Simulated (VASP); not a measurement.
**YSi2: formation energy of a point defect**

Wanted: what a point defect costs in YSi2 and how the lattice relaxes round it. The start is a cell from a database of measured crystal structures.

Main program and level: VASP 6.6.1; LDA; plane waves and PAW (Y_sv, Si), in the first sound run; inputs show where later runs differ.

## (1) The host crystal

Symmetry: P6/mmm, No. 191, hexagonal system. Conventional cell: a = 3.850 Å, b = 3.850 Å, c = 4.140 Å, α = 90.00°, β = 90.00°, γ = 120.00°. Y has 12 Si at 3.04 Å nearest. Nearest to Si lie 3 Si at 2.22 Å and 6 Y at 3.04 Å. Farther neighbours are not listed.

## (2) The host at zero pressure

The later steps need the crystal at this functional's own lattice; a raised cutoff keeps the stress reliable while the cell changes.

File INCAR:

```
SYSTEM = YSi2
PREC = Accurate
ENCUT = 350
EDIFF = 1E-06
NELM = 120
ISMEAR = 0
SIGMA = 0.05
LREAL = .FALSE.
ALGO = Normal
GGA = CA
NBANDS = 15
LORBIT = 11
LWAVE = .FALSE.
LCHARG = .FALSE.
KPAR = 4
IBRION = 2
NSW = 40
ISIF = 3
EDIFFG = -0.02
POTIM = 0.4
```

File POSCAR:

```
YSi2
1.0
    3.8500000000      0.0000000000      0.0000000000
   -1.9250000000      3.3341978046      0.0000000000
    0.0000000000      0.0000000000      4.1400000000
Y Si
1 2
Direct
    0.0000000000      0.0000000000      0.0000000000
    0.6666666667      0.3333333333      0.5000000000
    0.3333333333      0.6666666667      0.5000000000
```

File KPOINTS:

```
Automatic mesh
0
Gamma
6 6 5
0 0 0
```

The projector-augmented-wave data sets are Y_sv and Si (LDA family, release 64).

Started as:

```sh
$ mpirun -np 4 vasp_std
```

The log of the run:

```text
[banner, memory and clock lines left out]
running    4 mpi-ranks, on    1 nodes
 distrk:  each k-point on    1 cores,    4 groups
 distr:  one band on    1 cores,    1 groups

 POSCAR found type information on POSCAR Y Si
 POSCAR found :  2 types and       3 ions
 LDA part: xc-table for (Slater(with rela. corr.)+CA(PZ))
 , standard interpolation
 POSCAR, INCAR and KPOINTS ok, starting setup
 FFT: planning ... GRIDC
 FFT: planning ... GRID_SOFT
 FFT: planning ... GRID
 WAVECAR not read
 entering main loop
       N       E                     dE             d eps       ncg     rms          rms(c)
DAV:   1     0.357387053438E+02    0.35739E+02   -0.70935E+03   630   0.848E+02
DAV:   2    -0.197403137331E+02   -0.55479E+02   -0.54034E+02   834   0.182E+02
DAV:   3    -0.216367420661E+02   -0.18964E+01   -0.18871E+01   959   0.267E+01
DAV:   4    -0.216685225554E+02   -0.31780E-01   -0.31777E-01   790   0.350E+00
DAV:   5    -0.216690251542E+02   -0.50260E-03   -0.50259E-03   958   0.371E-01    0.265E+01
DAV:   6    -0.206712111381E+02    0.99781E+00   -0.26073E+00   757   0.748E+00    0.193E+01
DAV:   7    -0.205986831946E+02    0.72528E-01   -0.90403E-01   952   0.474E+00    0.568E+00
DAV:   8    -0.205791867510E+02    0.19496E-01   -0.18952E-01   770   0.239E+00    0.377E-01
DAV:   9    -0.205787240412E+02    0.46271E-03   -0.72350E-03   771   0.549E-01    0.174E-01
DAV:  10    -0.205787289326E+02   -0.48914E-05   -0.31198E-04   874   0.131E-01    0.125E-01
DAV:  11    -0.205787180501E+02    0.10883E-04   -0.85489E-05   869   0.554E-02    0.329E-02
DAV:  12    -0.205787181288E+02   -0.78690E-07   -0.56138E-06   700   0.190E-02
   1 F= -.20578718E+02 E0= -.20576501E+02  d E =-.205787E+02
 curvature:   0.00 expect dE= 0.000E+00 dE for cont linesearch  0.000E+00
 trial: gam= 0.00000 g(F)=  0.233E-46 g(S)=  0.306E+00 ort = 0.000E+00 (trialstep = 0.100E+01)
 search vector abs. value=  0.306E+00
 bond charge predicted
       N       E                     dE             d eps       ncg     rms          rms(c)
DAV:   1    -0.211119006192E+02   -0.53318E+00   -0.13683E+01   812   0.260E+01    0.463E+00
DAV:   2    -0.208096295362E+02    0.30227E+00   -0.12701E+00   807   0.722E+00    0.242E+00
DAV:   3    -0.207037266540E+02    0.10590E+00   -0.75062E-01  1012   0.487E+00    0.242E+00
DAV:   4    -0.207043597442E+02   -0.63309E-03   -0.26643E-02   693   0.115E+00    0.168E+00
DAV:   5    -0.207117687042E+02   -0.74090E-02   -0.16434E-02   865   0.737E-01    0.180E-01
DAV:   6    -0.207122913920E+02   -0.52269E-03   -0.13475E-03   921   0.167E-01    0.137E-01
DAV:   7    -0.207126316434E+02   -0.34025E-03   -0.24442E-04   916   0.111E-01    0.249E-02
DAV:   8    -0.207126547094E+02   -0.23066E-04   -0.12555E-04  1016   0.473E-02    0.297E-02
DAV:   9    -0.207126543225E+02    0.38688E-06   -0.28389E-06   670   0.118E-02
   2 F= -.20712654E+02 E0= -.20711521E+02  d E =-.133936E+00
[...]
3 F= -.20713074E+02 E0= -.20711932E+02  d E =-.134355E+00
[...]
4 F= -.20736539E+02 E0= -.20735078E+02  d E =-.234655E-01
[...]
5 F= -.20739077E+02 E0= -.20737530E+02  d E =-.260031E-01
[...]
6 F= -.20739074E+02 E0= -.20737543E+02  d E =-.260003E-01
 curvature:  -0.78 expect dE=-0.130E-03 dE for cont linesearch -0.650E-05
 ZBRENT: accuracy reached
 trial: gam= 0.01107 g(F)=  0.528E-49 g(S)=  0.166E-03 ort = 0.580E-03 (trialstep = 0.107E+01)
 search vector abs. value=  0.184E-03
 bond charge predicted
       N       E                     dE             d eps       ncg     rms          rms(c)
DAV:   1    -0.207394201136E+02   -0.34668E-03   -0.95752E-03   798   0.703E-01    0.114E-01
DAV:   2    -0.207392301816E+02    0.18993E-03   -0.73823E-04   749   0.184E-01    0.601E-02
DAV:   3    -0.207391607589E+02    0.69423E-04   -0.41961E-04  1043   0.120E-01    0.608E-02
DAV:   4    -0.207391607524E+02    0.64440E-08   -0.18280E-05   714   0.306E-02    0.435E-02
DAV:   5    -0.207391648603E+02   -0.41079E-05   -0.88672E-06  1001   0.160E-02    0.616E-03
DAV:   6    -0.207391650133E+02   -0.15294E-06   -0.59944E-07   409   0.480E-03
   7 F= -.20739165E+02 E0= -.20737615E+02  d E =-.911614E-04
 trial-energy change:   -0.000091  1 .order   -0.000080   -0.000185    0.000025
 step:   0.9717(harm=  0.9433)  dis= 0.00000  next Energy=   -20.739166 (dE=-0.923E-04)
 reached required accuracy - stopping structural energy minimisation
```

Run time: 15 s. Hardware: 4 MPI ranks of Intel Xeon Platinum 8488C (Sapphire Rapids), shared host; peak memory 0.55 GiB; 41 s of CPU time.

Lines that name or quote the potential files are left out of all logs, and their timing lines are given in words.

OUTCAR, selected parts (step 2):

```text
ion  position               nearest neighbor table
   1  0.000  0.000  0.000-   2 3.04   3 3.04   2 3.04   3 3.04   2 3.04   2 3.04   3 3.04   3 3.04
                             2 3.04   2 3.04   3 3.04   3 3.04
   2  0.667  0.333  0.500-   3 2.22   3 2.22   3 2.22   1 3.04   1 3.04   1 3.04   1 3.04   1 3.04
                             1 3.04
   3  0.333  0.667  0.500-   2 2.22   2 2.22   2 2.22   1 3.04   1 3.04   1 3.04   1 3.04   1 3.04
                             1 3.04

  LATTYP: Found a hexagonal cell.
 ALAT       =     3.8500000000
 C/A-ratio  =     1.0753246753

 Subroutine GETGRP returns: Found 24 space group operations
 (whereof 24 operations were pure point group operations)

The static configuration has the point symmetry D_6h.

 Found     21 irreducible k-points:

   k-points           NKPTS =     21   k-points in BZ     NKDIM =     21   number of bands    NBANDS=     15

   dimension x,y,z NGX =    24 NGY =   24 NGZ =   28
   dimension x,y,z NGXF=    48 NGYF=   48 NGZF=   56

   ENCUT  =  350.0 eV  25.72 Ry    5.07 a.u.   5.87  5.87  6.32*2*pi/ulx,y,z

   NELECT =      19.0000    total number of electrons

 k-points in reciprocal lattice and weights: Automatic mesh
   0.00000000  0.00000000  0.00000000       0.006
   0.16666667  0.00000000  0.00000000       0.033
   0.33333333  0.00000000  0.00000000       0.033
   0.50000000  0.00000000  0.00000000       0.017
   0.16666667  0.16666667  0.00000000       0.033
   0.33333333  0.16666667  0.00000000       0.067
   0.33333333  0.33333333  0.00000000       0.011
   0.00000000  0.00000000  0.20000000       0.011
   0.16666667  0.00000000  0.20000000       0.067
[...]
0.33333333  0.16666667  0.40000000       0.133
   0.33333333  0.33333333  0.40000000       0.022

 average (electrostatic) potential at core
       1 -32.9617       2 -83.8612       3 -83.8612

 E-fermi :   7.4981

 k-point     1 :       0.0000    0.0000    0.0000
  band No.  band energies     occupation
    ...
      6       3.9012      2.00000
      7       3.9012      2.00000
      8       5.1903      2.00000
      9       5.8475      2.00000
     10       6.4449      2.00000
     11       8.4831      0.00000
     12       8.4831      0.00000
     13       9.9745      0.00000
     14       9.9745      0.00000
     15      11.2276      0.00000

 k-point     2 :       0.1667    0.0000    0.0000
  band No.  band energies     occupation
    ...
      6       2.2435      2.00000
      7       3.7688      2.00000
      8       5.0753      2.00000
      9       5.8171      2.00000
     10       7.4939      1.09333
     11       8.8353      0.00000
     12       8.9167      0.00000
     13       9.6428      0.00000
     14       9.9175      0.00000
     15      11.0251      0.00000

 k-point     3 :       0.3333    0.0000    0.0000
  band No.  band energies     occupation
    ...
      5      -3.5808      2.00000
      6       0.0610      2.00000
      7       3.5269      2.00000
      8       4.9180      2.00000
      9       5.0745      2.00000
     10       8.5136      0.00000
     11       8.9010      0.00000
     12       9.1337      0.00000
     13       9.7725      0.00000
     14      10.5576      0.00000
    ...

  Total       -0.0169561     -0.0169561     -0.0189557      0.0000000     -0.0000000      0.0000000
  in kB       -0.4978552     -0.4978552     -0.5565646      0.0000000     -0.0000000      0.0000000
  external PRESSURE =      -0.5174250 kB  Pullay stress =       0.0000000 kB

  energy-cutoff  :      350.00
  volume of cell :       54.57
      direct lattice vectors                 reciprocal lattice vectors
     4.004788932 -0.000000000 -0.000000000     0.249701050  0.144164968 -0.000000000
    -2.002394466  3.468248952 -0.000000000    -0.000000000  0.288329936 -0.000000000
     0.000000000  0.000000000  3.928657001     0.000000000  0.000000000  0.254539910

 POSITION                                       TOTAL-FORCE (eV/Angst)
 -----------------------------------------------------------------------------------
     -2.00239      3.46825     -0.00000        -0.000000      0.000000     -0.000000
      2.00239      1.15608      1.96433         0.000000     -0.000000     -0.000000
     -0.00000      2.31217      1.96433         0.000000      0.000000      0.000000
 -----------------------------------------------------------------------------------
    total drift:                               -0.000000      0.000000     -0.000000

  FREE ENERGIE OF THE ION-ELECTRON SYSTEM (eV)
  ---------------------------------------------------
  free  energy   TOTEN  =       -20.7391650133 eV

  energy  without entropy=      -20.7360658926  energy(sigma->0) =      -20.73761545

 reached required accuracy - stopping structural energy minimisation

 total charge
# of ion       s       p       d       f       tot
--------------------------------------------------
    1        2.162   6.324   1.188   0.045   9.720
    2        0.766   0.947   0.000   0.000   1.713
    3        0.766   0.947   0.000   0.000   1.713
--------------------------------------------------
tot          3.694   8.219   1.188   0.045  13.146

[... 3 further parts left out ...]
```

CONTCAR:

```
YSi2
   1.00000000000000
     4.0047889323583323   -0.0000000000000000   -0.0000000000000000
    -2.0023944661791662    3.4682489522505695   -0.0000000000000000
     0.0000000000000000    0.0000000000000000    3.9286570013696696
  Y               Si
     1     2
Direct
     0.0000000000000000    1.0000000000000000    0.0000000000000000
     0.6666666667000030    0.3333333332999970    0.5000000000000000
     0.3333333332999970    0.6666666667000030    0.5000000000000000
```

This run has no spin polarisation. Its electron count is odd, so without a moment it is a metal by construction. The k-mesh is coarse for a metal. The run keeps the 24 symmetry operations of its start, so it cannot find a distortion of lower symmetry.

Step by step:

```
step  energy less that of the first step (eV)  largest force (eV/Å)  pressure (GPa)  volume (Å³)
   1                                   0.0000                0.0000            4.96        53.14
   2                                  -0.1339                0.0000           -2.67        56.52
   3                                  -0.1344                0.0000           -2.22        56.29
   4                                  -0.1578                0.0000           -0.53        55.02
   5                                  -0.1604                0.0000            0.20        54.45
   6                                  -0.1604                0.0000            0.13        54.48
   7                                  -0.1604                0.0000           -0.05        54.57
```

```
conventional cell, symmetrised  before  after  change
                         a (Å)   3.850  4.005  +4.0 %
                         b (Å)   3.850  4.005  +4.0 %
                         c (Å)   4.140  3.929  -5.1 %
              volume (Å³/atom)   17.71  18.19  +2.7 %
```

The relaxed structure:

```xyz
3
Lattice="4.0048 0.0000 0.0000 -2.0024 3.4682 0.0000 0.0000 0.0000 3.9287" Properties=species:S:1:pos:R:3 pbc="T T T"
Y     0.0000    0.0000    0.0000
Si    2.0024    1.1561    1.9643
Si    0.0000    2.3122    1.9643
```

Numbers from this step:

```yaml
electronic_cycles: 54
electrons: 19
free_energy_toten: -20.74 eV
energy_at_zero_smearing: -20.74 eV
fermi_energy: 7.498 eV
labelled_metallic_from_the_levels_on_this_mesh: yes
```

The run ended after 7 ionic steps, 0.160 eV below its first step, once forces and stress met EDIFFG = -0.02.

An edge changed by 5 % against the database cell. In a metal the coarse mesh may share the blame.

[end of part 1 of 5]

[Lines on the potential files, build, host, timing and source positions are cut from VASP's logs without a mark.]

[Logs are printed without paths, hosts, clocks, repeated set-up lines and the standing remarks that a program may print on its own settings, such as how far it seeks lower states.]

[Hosts, paths, dates, database ids (printed as entryN), source tags and the programs' standing remarks are cut or masked in the printed files.]

[In band tables of VASP the shares of atoms and orbitals are scaled to a sum of 1 inside the atoms' spheres.]

[Runs that stopped without an error message from VASP are left out.]
